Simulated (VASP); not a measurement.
Output of a VASP run:

**OSZICAR**
```
       N       E                     dE             d eps       ncg     rms          rms(c)
DAV:   1     0.432543910095E+02    0.43254E+02   -0.84621E+03  3416   0.129E+03
DAV:   2    -0.659017429734E+01   -0.49845E+02   -0.48687E+02  3332   0.509E+02
DAV:   3    -0.889718425296E+01   -0.23070E+01   -0.21670E+01  3593   0.549E+01
DAV:   4    -0.898122537118E+01   -0.84041E-01   -0.83485E-01  3613   0.985E+00
DAV:   5    -0.898392885389E+01   -0.27035E-02   -0.26987E-02  3475   0.165E+00    0.238E+01
DAV:   6    -0.897472716675E+01    0.92017E-02   -0.33248E-02  3315   0.340E+00    0.142E+01
DAV:   7    -0.898189712366E+01   -0.71700E-02   -0.60163E-02  3254   0.452E+00    0.362E-01
DAV:   8    -0.898166396945E+01    0.23315E-03   -0.40182E-03  3232   0.973E-01    0.831E-02
DAV:   9    -0.898167679961E+01   -0.12830E-04   -0.20952E-04  3444   0.202E-01    0.336E-02
DAV:  10    -0.898167030016E+01    0.64995E-05   -0.31083E-05  3363   0.700E-02    0.476E-02
DAV:  11    -0.898167120728E+01   -0.90712E-06   -0.29409E-06  3334   0.208E-02    0.511E-03
DAV:  12    -0.898167151756E+01   -0.31028E-06   -0.25652E-07  2176   0.763E-03    0.180E-03
DAV:  13    -0.898167147222E+01    0.45331E-07   -0.37602E-08  1833   0.742E-03
   1 F= -.89816715E+01 E0= -.89821952E+01  d E =0.157107E-02
```

**OUTCAR**
```
------------------------ aborting loop because EDIFF is reached ----------------------------------------
  FORCE on cell =-STRESS in cart. coord.  units (eV):
  Direction    XX          YY          ZZ          XY          YZ          ZX
  --------------------------------------------------------------------------------------
  Total       -0.8128797     -0.8128794     -0.2509655      0.0000000     -0.0000000      0.0000000
  in kB      -20.3435649    -20.3435591     -6.2807982      0.0000000     -0.0000000      0.0000000
  external PRESSURE =     -15.6559741 kB  Pullay stress =       0.0000000 kB
  volume of cell :       64.02
      direct lattice vectors                 reciprocal lattice vectors
     1.827302902 -3.164981013  0.000000000     0.273627322 -0.157978831  0.000000000
     1.827302902  3.164981013  0.000000000     0.273627322  0.157978831  0.000000000
     0.000000000  0.000000000  5.534751577     0.000000000  0.000000000  0.180676583
 POSITION                                       TOTAL-FORCE (eV/Angst)
 -----------------------------------------------------------------------------------
      1.82730      1.05500      1.38369        -0.000000     -0.000000      0.000000
      1.82730     -1.05500      4.15106         0.000000      0.000000      0.000000
 -----------------------------------------------------------------------------------
    total drift:                               -0.000003      0.000091     -0.000012
  FREE ENERGIE OF THE ION-ELECTRON SYSTEM (eV)
  ---------------------------------------------------
  free  energy   TOTEN  =        -8.9816714722 eV

  energy  without entropy=       -8.9832425387  energy(sigma->0) =       -8.98219516
```
(Selected blocks of OUTCAR.)

POSCAR:
```
Er
1
    1.8273029024    -3.1649810130     0.0000000000
    1.8273029024     3.1649810130     0.0000000000
    0.0000000000     0.0000000000     5.5347515766
Er
2
Direct
  0.3333330000   0.6666670000   0.2500000000
  0.6666670000   0.3333330000   0.7500000000
```

### Question
Reconstruct the remaining input files.

### Answer
One answer among several that fit: the input of the run itself, PBE GGA, plane waves, VASP's PBE PAW potentials (set 64).

File KPOINTS:
```
kpoints
0
gamma
  12 12 6
0 0 0
```

**INCAR**
```
PREC=Accurate
LCHARG=.FALSE.
LMAXMIX=6
LWAVE=.FALSE.
ISMEAR=1
LASPH=.TRUE.   ! aspherical one-centre terms
SYSTEM=Er
ALGO=Normal
ISIF=2   ! forces and stress, cell fixed
GGA=PE   ! PBE
ENCUT=480
LREAL=.FALSE.   ! projection in real space or not
SIGMA=0.1
NELM=100   ! most electronic steps
EDIFF=1E-7   ! SCF stop (eV)
```

POTCAR, in this order: Er_3 (PBE.64 set). Program: vasp_std.

The 4f electrons are frozen in the core of the lanthanide potential, so 4f levels, which can set the real gap, and their magnetism are missing.

The compound is Er in the hcp structure. This cell was strained or had an atom moved on purpose.
